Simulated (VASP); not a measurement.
Energy against volume of Au (fcc). Computed with MS2 meta-GGA, VASP's PBE PAW potentials (set 64) (plane waves; VASP). Run with 520 eV cut-off, 15×15×15 Γ-centred mesh, first-order Methfessel-Paxton smearing of 0.10 eV, potentials Au.

```
V (Å³/atom)  E (eV/atom)
-----------  -----------
16.393          15.42468
16.900          15.41603
17.407          15.42417
17.914          15.44594
```

Q: Fit these four points and predict the energy of the run at 15.886 Å³/atom.

A: A cubic in V^(−2/3), the third-order Birch-Murnaghan form, passes through the four points with V0 = 16.89 Å³/atom and B0 = 177 GPa, and gives 15.4540 eV/atom there. The run gave 15.4541 eV/atom, +0.2 meV/atom from the fit; all five points give B0 = 177 GPa.

The compound is Au in the fcc structure. It was relaxed first.
